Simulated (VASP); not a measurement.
Given:

```yaml
crystal:
  lattice:
    - [1.69788, -5.63820, 0.00000]
    - [1.69788, 5.63820, 0.00000]
    - [0.00000, 0.00000, 4.73158]
  atoms:
    - { symbol: P, position: [0.09561, 0.90439, 0.90985] }
    - { symbol: P, position: [0.40439, 0.59561, 0.40985] }
    - { symbol: P, position: [0.59561, 0.40439, 0.59015] }
    - { symbol: P, position: [0.90439, 0.09561, 0.09015] }
```

These are vdW-DF2, VASP's PBE PAW potentials (set 64) (plane waves; VASP) values and carry that method's errors. Settings: 520 eV cut-off, 8×8×5 Γ-centred mesh, tetrahedra with Blöchl corrections, potentials P.

**Question.** Predict the energy per atom (σ→0), band gap (on the k-mesh) with the smallest direct gap where there is one.

**Answer.** 
```yaml
band gap (on the k-mesh): 0.47 eV
smallest direct gap (on the k-mesh): 0.47 eV
energy per atom (σ→0): -3.573 eV/atom
```

Only differences to runs with the same potentials and settings are physical.

The compound is P in the black structure. It was relaxed first, which changed the volume by +19 %.
